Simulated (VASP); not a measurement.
Mg6SiSb, 8 atoms in the cell. Symmetry: Amm2, No. 38, orthorhombic system. The conventional cell has a = 5.147 Å, b = 5.972 Å, c = 11.536 Å, α = 90.00°, β = 90.00°, γ = 90.00°. Sb (site symmetry mm2) has 10 Mg at 3.00 to 3.34 Å as nearest neighbours. Around Si (site symmetry mm2) lie 8 Mg at 2.80 to 3.04 Å. Mg (site symmetry mm2) has 2 Sb at 3.00 Å and 10 Mg at 3.10 to 3.40 Å as nearest neighbours. Around Mg (site symmetry m) lie 7 Mg at 2.89 to 3.31 Å and 2 Si at 2.97 Å and 1 Sb at 3.15 Å. Mg (site symmetry mm2) has 2 Si at 3.04 Å and 10 Mg at 3.13 to 3.32 Å as nearest neighbours. Around Mg (site symmetry m) lie 1 Si at 2.80 Å and 5 Mg at 2.96 to 3.18 Å and 2 Sb at 3.06 Å. The cell comes from a database or a generator and needn't be the stable form of this composition.

| Property | Result |
| --- | --- |
| Program | VASP 6.6.1 |
| Task | single point |
| Functional | PBEsol |
| Potentials or basis | VASP PAW PBE potentials, release 64 (Sb, Si, Mg_pv) |
| Cutoff | 520 eV |
| k mesh | 5 × 5 × 5 |
| Occupations | gaussian, width 0.02 eV |
| Spin | no spin polarisation |
| Further INCAR settings | ALGO = Normal; EDIFF = 1.00e-07 |

Potentials or basis: VASP PAW PBE potentials, release 64 (Sb, Si, Mg_pv).

Command:

```sh
$ python run.py
```

Hardware: 1 thread of Intel(R) Xeon(R) Platinum 8488C (Sapphire Rapids), on a shared host.

Estimate the wall time of this run.

Wall time 2.5 min on 1 thread of Intel(R) Xeon(R) Platinum 8488C (Sapphire Rapids) (shared host), peak memory 0.37 GiB. Counts: scf iterations 14, k points 27.
